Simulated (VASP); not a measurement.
All values below come from optB86b-vdW, VASP's PBE PAW potentials (set 64) (plane waves; VASP).

VASP ran on this input.

File KPOINTS:
```
Automatic mesh
0
Gamma
15 15 8
0 0 0
```

**INCAR**
```
SYSTEM=Re
PREC=Accurate; ENCUT=520; LREAL=.FALSE.
LASPH=.TRUE.
EDIFF=1E-7; NELM=100; ALGO=Normal
LMAXMIX=6
ISMEAR=1; SIGMA=0.1
GGA=MK; LUSE_VDW=.TRUE.; AGGAC=0.0
PARAM1=0.1234; PARAM2=1.0
IBRION=2; NSW=30; ISIF=4
EDIFFG=-0.01
LWAVE=.FALSE.; LCHARG=.FALSE.
```

File POSCAR:
```
Re
1
    1.4096349051    -2.4415591584     0.0000000000
    1.4096349051     2.4415591584     0.0000000000
    0.0000000000     0.0000000000     4.5603357924
Re
2
Direct
  0.3333330000   0.6666670000   0.2500000000
  0.6666670000   0.3333330000   0.7500000000
```

POTCAR, in this order: Re (PBE.64 set). Program: vasp_std.

The run wrote:

OSZICAR:
```
       N       E                     dE             d eps       ncg     rms          rms(c)
DAV:   1     0.327141771661E+02    0.32714E+02   -0.69781E+03  5380   0.155E+03
DAV:   2    -0.154947122161E+02   -0.48209E+02   -0.41957E+02  4731   0.317E+02
DAV:   3    -0.214702864658E+02   -0.59756E+01   -0.48507E+01  5194   0.235E+02
DAV:   4    -0.218308435678E+02   -0.36056E+00   -0.31393E+00  5412   0.259E+01
DAV:   5    -0.218475512495E+02   -0.16708E-01   -0.15620E-01  5311   0.352E+00    0.392E+01
DAV:   6    -0.207011776883E+02    0.11464E+01   -0.13464E+00  5551   0.362E+01    0.146E+01
DAV:   7    -0.203698112546E+02    0.33137E+00   -0.75522E-01  5735   0.260E+01    0.750E-01
DAV:   8    -0.203562002190E+02    0.13611E-01   -0.13868E-02  5874   0.189E+00    0.339E-01
DAV:   9    -0.203555498421E+02    0.65038E-03   -0.54589E-04  5662   0.218E-01    0.344E-02
DAV:  10    -0.203555711075E+02   -0.21265E-04   -0.43365E-05  5006   0.688E-02    0.921E-03
DAV:  11    -0.203555705352E+02    0.57234E-06   -0.79241E-07  4225   0.212E-02    0.272E-03
DAV:  12    -0.203555699103E+02    0.62491E-06   -0.72117E-08  2834   0.644E-03    0.998E-04
DAV:  13    -0.203555698935E+02    0.16797E-07   -0.33347E-08  2736   0.853E-03
   1 F= -.20355570E+02 E0= -.20355907E+02  d E =-.203556E+02
       N       E                     dE             d eps       ncg     rms          rms(c)
DAV:   1    -0.203556667614E+02   -0.96851E-04   -0.84053E-03  4563   0.335E+00    0.489E-02
DAV:   2    -0.203555974746E+02    0.69287E-04   -0.10093E-04  5597   0.133E-01    0.241E-02
DAV:   3    -0.203555766414E+02    0.20833E-04   -0.47207E-05  5756   0.938E-02    0.406E-03
DAV:   4    -0.203555766311E+02    0.10248E-07   -0.14118E-06  4793   0.144E-02    0.164E-03
DAV:   5    -0.203555765838E+02    0.47311E-07   -0.12029E-08  2486   0.514E-03
   2 F= -.20355577E+02 E0= -.20355934E+02  d E =-.669034E-05
       N       E                     dE             d eps       ncg     rms          rms(c)
DAV:   1    -0.203556064838E+02   -0.29853E-04   -0.16796E-03  4539   0.150E+00    0.219E-02
DAV:   2    -0.203555925123E+02    0.13971E-04   -0.20070E-05  5578   0.596E-02    0.107E-02
DAV:   3    -0.203555884041E+02    0.41082E-05   -0.93044E-06  5732   0.418E-02    0.183E-03
DAV:   4    -0.203555884081E+02   -0.39366E-08   -0.15798E-07  2863   0.636E-03
   3 F= -.20355588E+02 E0= -.20355937E+02  d E =-.185146E-04
```

OUTCAR:
```
------------------------ aborting loop because EDIFF is reached ----------------------------------------
  FORCE on cell =-STRESS in cart. coord.  units (eV):
  Direction    XX          YY          ZZ          XY          YZ          ZX
  --------------------------------------------------------------------------------------
  Total       -3.8398388     -3.8398385     -3.8394991      0.0000000      0.0000000      0.0000000
  in kB     -195.9850120   -195.9849951   -195.9676739      0.0000000      0.0000000      0.0000000
  external PRESSURE =    -195.9792270 kB  Pullay stress =       0.0000000 kB
  volume of cell :       31.39
      direct lattice vectors                 reciprocal lattice vectors
     1.409233413 -2.440863766 -0.000000000     0.354802828 -0.204845517  0.000000000
     1.409233413  2.440863766  0.000000000     0.354802828  0.204845517 -0.000000000
     0.000000000  0.000000000  4.562934628     0.000000000 -0.000000000  0.219157205
 POSITION                                       TOTAL-FORCE (eV/Angst)
 -----------------------------------------------------------------------------------
      1.40923      0.81362      1.14073         0.000000     -0.000000      0.000000
      1.40923     -0.81362      3.42220        -0.000000      0.000000      0.000000
 -----------------------------------------------------------------------------------
    total drift:                               -0.000000      0.000014     -0.000017
  FREE ENERGIE OF THE ION-ELECTRON SYSTEM (eV)
  ---------------------------------------------------
  free  energy   TOTEN  =       -20.3555884081 eV

  energy  without entropy=      -20.3566337270  energy(sigma->0) =      -20.35593685

 reached required accuracy - stopping structural energy minimisation
```
(Selected blocks of OUTCAR.)

File CONTCAR:
```
Re
   1.00000000000000
     1.4092334130798048   -2.4408637659508523   -0.0000000000000000
     1.4092334130798048    2.4408637659508523    0.0000000000000000
     0.0000000000000000    0.0000000000000000    4.5629346284753396
  Re
     2
Direct
     0.3333330000000032    0.6666669999999968    0.2500000000000000
     0.6666669999999968    0.3333330000000032    0.7500000000000000
```

The compound is Re in the hcp structure. This cell is one point of a volume scan, at 1.06 of the reference volume. Symmetry was kept, so distortions that lower it aren't found.
